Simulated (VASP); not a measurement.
# Al15VN16 (a cell with a defect) in VASP: notebook, part 2 of 2

VASP 6.6.1. Earlier steps stand in the parts before.

## 3. Single point, PBEsol+U, collinear spin, zero start

INCAR reads:

```
PREC = Accurate
ENCUT = 450
EDIFF = 1E-5
ISMEAR = 0
SIGMA = 0.03
LREAL = Auto
LASPH = T
NELM = 120
ALGO = Normal
ISIF = 2
LWAVE = F
LCHARG = F
ISPIN = 2
MAGMOM = 0 0 0 0 0 0 0 0 0 0 0 0 0 0 0 0 0 0 0 0 0 0 0 0 0 0 0 0 0 0 0 0
LORBIT = 11
NUPDOWN = 0
LMAXMIX = 4
LDAU = T
LDAUTYPE = 2
LDAUL = 2 -1 -1
LDAUU = 3 0 0
LDAUJ = 0 0 0
LDAUPRINT = 1
GGA = PS
NBANDS = 95
ISYM = 0
```

KPOINTS reads:

```
regular mesh
0
Gamma
  3 3 2
```

POSCAR reads:

```
Al15VN16                                
1.0
    6.2200008610      0.0000000000      0.0000000000
   -3.1100004305      5.3866787572      0.0000000000
    0.0000000000      0.0000000000      9.9600000000
  V               Al              N             
     1    15    16
Direct
     0.3339462031077833    0.1655845013366759    0.9967892864897081
     0.3329239994009887    0.1657477354820598    0.5006059976140617
     0.3331508591606504    0.6652072282347187    0.0012982336416985
     0.3337774338613263    0.6661574907524325    0.5002379399980950
     0.8339234230711378    0.1660947177653672    0.0013978145440340
     0.8324324194218385    0.1649850767525464    0.5004239977306171
     0.8343743607512842    0.6653028966716575    0.0012541177990506
     0.8325001105746448    0.6663011282337102    0.5004754417024805
     0.1665261355715225    0.3331420111836482    0.2522798592248666
     0.1647807686140959    0.3332514679127595    0.7486060177402787
     0.1666806719049509    0.8322655929790678    0.2522008986760891
     0.1650561066956219    0.8293191115516136    0.7483876802762978
     0.6674307482396713    0.3332014391258417    0.2521983097672650
     0.6690186132108622    0.3334918269781594    0.7484877350897750
     0.6670068543233434    0.8328569792182173    0.2503797118346553
     0.6661729748161009    0.8319980309158865    0.7508054668304641
     0.3335059111756788    0.1662318520209453    0.1991011090067683
     0.3328719353650405    0.1654116124126560    0.6931816221841979
     0.3332121356368496    0.6659244672032708    0.1919887535555219
     0.3343686030023052    0.6659123400995770    0.6902242412670399
     0.8337712652254317    0.1665716844513847    0.1920134867379347
     0.8320814273538387    0.1637822210065691    0.6903815966821883
     0.8339599774465508    0.6659868727634657    0.1919822747665406
     0.8322046625523606    0.6662914761800673    0.6904007791629162
     0.1658948375400347    0.3327614906381005    0.4429606085765306
     0.1603648423477533    0.3386697299963282    0.9382192696282809
     0.1658662490300261    0.8317819033282070    0.4429062357929371
     0.1606630880723585    0.8189495208317733    0.9379533017036469
     0.6670092706056584    0.3329382119839704    0.4429461841513594
     0.6805666995138786    0.3389524915935007    0.9380404322448845
     0.6663640332552218    0.8325358379562084    0.4406513554896014
     0.6671703791511848    0.8321300524396040    0.9423392400902381
```

Potentials or basis: VASP PAW PBE potentials, release 64 (V_sv, Al, N).

Command:

```sh
$ cat potpaw_PBE.64/V_sv/POTCAR potpaw_PBE.64/Al/POTCAR potpaw_PBE.64/N/POTCAR > POTCAR
$ mpirun -np 1 vasp_std > vasp.out
```

OUTCAR:

```text
PREC = Accurate
   ENCUT = 450
   EDIFF = 1E-5
   ISMEAR = 0
   LREAL = Auto
   LASPH = T
   NELM = 120
   ISIF = 2
   ISPIN = 2
   LORBIT = 11
   NUPDOWN = 0
   GGA = PS
   ISYM = 0

 ion  position               nearest neighbor table
   1  0.334  0.166  0.997-  26 1.96  30 1.96  28 1.96  17 2.02  14 3.06  12 3.07  10 3.07   5 3.11
                             7 3.11   3 3.11   3 3.11   7 3.11   5 3.11  11 3.11  13 3.11   9 3.12
   2  0.333  0.166  0.501-  27 1.89  25 1.89  29 1.89  18 1.92  11 3.06   9 3.06  13 3.06  10 3.06
                            14 3.06  12 3.06   6 3.11   8 3.11   4 3.11   4 3.11   8 3.11   6 3.11
   3  0.333  0.665  0.001-  28 1.87  26 1.87  32 1.89  19 1.90  15 3.06  16 3.07   9 3.07  11 3.08
                            10 3.09  12 3.09   7 3.10   5 3.10   1 3.11   1 3.11   5 3.12   7 3.12
   4  0.334  0.666  0.500-  25 1.88  27 1.89  31 1.89  20 1.89  12 3.05   9 3.05  11 3.05  10 3.06
                            15 3.07  16 3.07   8 3.10   6 3.10   2 3.11   2 3.11   6 3.12   8 3.12
   5  0.834  0.166  0.001-  30 1.87  26 1.87  32 1.89  21 1.90  15 3.06   9 3.07  16 3.08  13 3.08
                            10 3.08  14 3.09   7 3.10   3 3.10   1 3.11   1 3.11   3 3.12   7 3.12
   6  0.832  0.165  0.500-  29 1.88  25 1.89  31 1.89  22 1.89  14 3.05  10 3.05  13 3.06   9 3.06
                            15 3.07  16 3.07   8 3.10   4 3.10   2 3.11   2 3.11   4 3.12   8 3.12
   7  0.834  0.665  0.001-  30 1.87  28 1.87  32 1.89  23 1.90  15 3.07  13 3.07  11 3.07  16 3.08
                            12 3.08  14 3.09   3 3.10   5 3.10   1 3.11   1 3.11   5 3.12   3 3.12
   8  0.833  0.666  0.500-  29 1.88  27 1.89  31 1.89  24 1.89  12 3.05  14 3.05  13 3.06  11 3.06
                            15 3.07  16 3.07   4 3.10   6 3.10   2 3.11   2 3.11   6 3.12   4 3.12
   9  0.167  0.333  0.252-  17 1.87  21 1.89  19 1.89  25 1.90   4 3.05   6 3.06   2 3.06   3 3.07
[... 17 lines left out ...]
  19  0.333  0.666  0.192-  15 1.89   9 1.89  11 1.89   3 1.90
  20  0.334  0.666  0.690-  12 1.88  10 1.88  16 1.89   4 1.89
  21  0.834  0.167  0.192-  15 1.89   9 1.89  13 1.89   5 1.90
  22  0.832  0.164  0.690-  10 1.88  14 1.88  16 1.89   6 1.89
[... 8 lines left out ...]
  31  0.666  0.833  0.441-   8 1.89   6 1.89   4 1.89  15 1.90
  32  0.667  0.832  0.942-   7 1.89   3 1.89   5 1.89  16 1.91

IMPORTANT INFORMATION: All symmetrisations will be switched off!
NOSYMM: (Re-)initialisation of all symmetry stuff for point group C_1.

----------------------------------------------------------------------------------------

                                     Primitive cell

  volume of cell :     333.7113

  direct lattice vectors                    reciprocal lattice vectors
     6.220000861  0.000000000  0.000000000     0.160771682  0.092821574  0.000000000
    -3.110000430  5.386678757  0.000000000     0.000000000  0.185643148  0.000000000
     0.000000000  0.000000000  9.960000000     0.000000000  0.000000000  0.100401606

  length of vectors
     6.220000861  6.220000861  9.960000000     0.185643148  0.185643148  0.100401606

  position of ions in fractional coordinates (direct lattice)
     0.333946203  0.165584501  0.996789286
     0.332923999  0.165747735  0.500605998
     0.333150859  0.665207228  0.001298234
     0.333777434  0.666157491  0.500237940
     0.833923423  0.166094718  0.001397815
     0.832432419  0.164985077  0.500423998
[... 24 lines left out ...]
     0.666364033  0.832535838  0.440651355
     0.667170379  0.832130052  0.942339240

  ion indices of the primitive-cell ions
   primitive index   ion index
                 1           1
                 2           2
                 3           3
                 4           4
                 5           5
                 6           6
[... 24 lines left out ...]
                31          31
                32          32
[... 130 lines left out ...]
  o =  0.2102  v =  0.0000  0.0000  0.0000  0.0000  0.0000 -0.8683 -0.0069 -0.0061  0.4957  0.0157      0.0000  0.0000  0.0000  0.0000  0.0000  0.0000  0.0000  0.0000  0.0000  0.0000
  o =  0.2106  v =  0.0321  0.4772  0.2298 -0.0202 -0.8473  0.0000  0.0000  0.0000  0.0000  0.0000      0.0000  0.0000  0.0000  0.0000  0.0000  0.0000  0.0000  0.0000  0.0000  0.0000
  o =  0.8880  v = -0.0180 -0.8711  0.0022 -0.0293 -0.4900  0.0000  0.0000  0.0000  0.0000  0.0000      0.0000  0.0000  0.0000  0.0000  0.0000  0.0000  0.0000  0.0000  0.0000  0.0000
  o =  0.8890  v =  0.0000  0.0000  0.0000  0.0000  0.0000 -0.4955  0.0276 -0.0018 -0.8681  0.0149      0.0000  0.0000  0.0000  0.0000  0.0000  0.0000  0.0000  0.0000  0.0000  0.0000

 number of electron     137.9999988 magnetization      -0.0000000

 Free energy of the ion-electron system (eV)
  ---------------------------------------------------
  ext. energy  EPLUGINS =         0.00000000
  ---------------------------------------------------
  free energy    TOTEN  =      -250.87369268 eV

  energy without entropy =     -250.87369268  energy(sigma->0) =     -250.87369268

 E-fermi :   8.2576     XC(G=0): -11.1941

 val. band max:        8.0519381307   @ k =   0.0000   0.3333   0.5000
 cond. band min:      10.0878802616   @ k =   0.0000   0.3333   0.5000
 fundamental gap:      2.0359421309
 Fermi energy:         8.2576048892

 spin component 1

 k-point     1 :       0.0000    0.0000    0.0000
  band No.  band energies     occupation
      1     -55.7547      1.00000
      2     -30.3087      1.00000
      3     -29.5699      1.00000
      4     -29.4804      1.00000
      5      -9.0208      1.00000
      6      -8.1539      1.00000
[... 829 lines left out ...]
     80      12.8281      0.00000
     81      12.9940      0.00000
 Fermi energy:         8.2576048892

 spin component 2

 k-point     1 :       0.0000    0.0000    0.0000
  band No.  band energies     occupation
      1     -55.7504      1.00000
      2     -30.1515      1.00000
      3     -29.9327      1.00000
      4     -29.2616      1.00000
      5      -9.0209      1.00000
      6      -8.1539      1.00000
[... 829 lines left out ...]
     80      12.8282      0.00000
     81      12.9951      0.00000
 [bands above 81 left out]

------------------------ aborting loop because EDIFF is reached ----------------------------------------

  FORCE on cell =-STRESS in cart. coord.  units (eV):
  Direction    XX          YY          ZZ          XY          YZ          ZX
  --------------------------------------------------------------------------------------
  -------------------------------------------------------------------------------------
  Total        5.4987439      5.4261393      2.7374191     -0.0139402      0.0741417     -0.0003686
  in kB       26.3999566     26.0513754     13.1425915     -0.0669281      0.3559607     -0.0017695
  external PRESSURE =      21.8646412 kB  Pullay stress =       0.0000000 kB

 VOLUME and BASIS-vectors are now :
 -----------------------------------------------------------------------------
  energy-cutoff  :      450.00
  volume of cell :      333.71
      direct lattice vectors                 reciprocal lattice vectors
     6.220000861  0.000000000  0.000000000     0.160771682  0.092821574  0.000000000
    -3.110000430  5.386678757  0.000000000     0.000000000  0.185643148  0.000000000
     0.000000000  0.000000000  9.960000000     0.000000000  0.000000000  0.100401606

 POSITION                                       TOTAL-FORCE (eV/Angst)
 -----------------------------------------------------------------------------------
      1.56218      0.89195      9.92802        -0.010788     -0.002207     -0.067460
      1.55531      0.89283      4.98604         0.001957      0.006407     -0.001964
      0.00340      3.58326      0.01293         0.006951      0.006915      0.023038
      0.00435      3.58838      4.98237         0.001942      0.000689      0.010152
      4.67045      0.89470      0.01392         0.005383     -0.003319      0.010471
      4.66463      0.88872      4.98422         0.012110     -0.002345     -0.008680
[... 24 lines left out ...]
      1.55560      4.48460      4.38889        -0.001733     -0.001077      0.012683
      1.56188      4.48242      9.38570        -0.016057      0.000728     -0.015306
 -----------------------------------------------------------------------------------
    total drift:                               -0.001601      0.001758     -0.007706

  FREE ENERGIE OF THE ION-ELECTRON SYSTEM (eV)
  ---------------------------------------------------
  free  energy   TOTEN  =      -250.8736926776 eV

  energy  without entropy=     -250.8736926776  energy(sigma->0) =     -250.87369268

 total charge

# of ion       s       p       d       tot
------------------------------------------
    1        2.299   6.252   3.099  11.649
    2        0.368   0.440   0.000   0.808
    3        0.372   0.452   0.000   0.823
    4        0.370   0.448   0.000   0.818
    5        0.372   0.452   0.000   0.823
    6        0.370   0.448   0.000   0.818
[... 24 lines left out ...]
   31        1.223   2.619   0.000   3.842
   32        1.223   2.609   0.000   3.832
--------------------------------------------------
tot         27.458  54.763   3.099  85.319

 magnetization (x)

# of ion       s       p       d       tot
------------------------------------------
    1        0.000   0.000  -0.000   0.000
    2        0.000   0.000   0.000   0.000
    3       -0.001  -0.002   0.000  -0.003
    4        0.000   0.000   0.000   0.000
    5        0.003   0.003   0.000   0.006
    6       -0.000  -0.000   0.000  -0.000
[... 24 lines left out ...]
   31       -0.000  -0.000   0.000  -0.000
   32        0.000   0.000   0.000   0.000
--------------------------------------------------
tot          0.000  -0.001  -0.000  -0.001
```

Wall time 18 min (1 thread of Intel Xeon Platinum 8488C (Sapphire Rapids), shared host); peak memory 0.71 GiB.

What came out:

| Property | Result |
| --- | --- |
| Free energy | -250.8737 eV |
| Largest force | 0.094 eV/Å |
| Net moment | 0.00 μB per cell |
| Valence electrons inside the program's atomic spheres | V 11.65; Al 0.81, 0.82; N 3.82, 3.83, 3.84, 3.85 |

Forces in eV/Å, atoms in the order of the input:
```
V   -0.011 -0.002 -0.067
Al   0.002  0.006 -0.002
Al   0.007  0.007  0.023
Al   0.002  0.001  0.010
Al   0.005 -0.003  0.010
Al   0.012 -0.002 -0.009
Al  -0.026  0.013  0.020
Al   0.008 -0.004 -0.015
Al   0.004 -0.006 -0.024
Al   0.016  0.003 -0.005
Al  -0.002 -0.001 -0.020
Al   0.000  0.012  0.007
Al   0.002 -0.010 -0.014
Al  -0.002 -0.005 -0.002
Al  -0.005 -0.007 -0.005
Al   0.005  0.003  0.001
N    0.009  0.013 -0.043
N    0.014  0.001  0.007
N    0.001  0.000  0.007
N    0.009  0.015  0.011
N   -0.006 -0.006  0.007
N   -0.003  0.001 -0.001
N   -0.005 -0.005 -0.005
N   -0.001 -0.002 -0.004
N    0.004 -0.002 -0.004
N    0.044 -0.039  0.038
N    0.014  0.002  0.006
N   -0.012  0.072  0.023
N    0.000 -0.005  0.003
N   -0.065 -0.048  0.048
N   -0.002 -0.001  0.013
N   -0.016  0.001 -0.015
```

Eigenvalues of the final occupation matrices:
```csv
site,spin,trace,eigenvalues
site 1 d,1,1.57,0.06 0.20 0.21 0.21 0.89
site 1 d,2,1.57,0.06 0.20 0.21 0.21 0.89
```

Caveat: the k mesh is coarse (spacing up to 0.39 Å⁻¹), so the values aren't converged; the cutoff is under 1.25 times the usual one of these potentials, so pressure, stress and relaxed cells hold a basis-set (Pulay) error; the PAW data sets were made with another functional, which shifts forces and pressure a little; the total moment is fixed, so each spin has its own Fermi level.
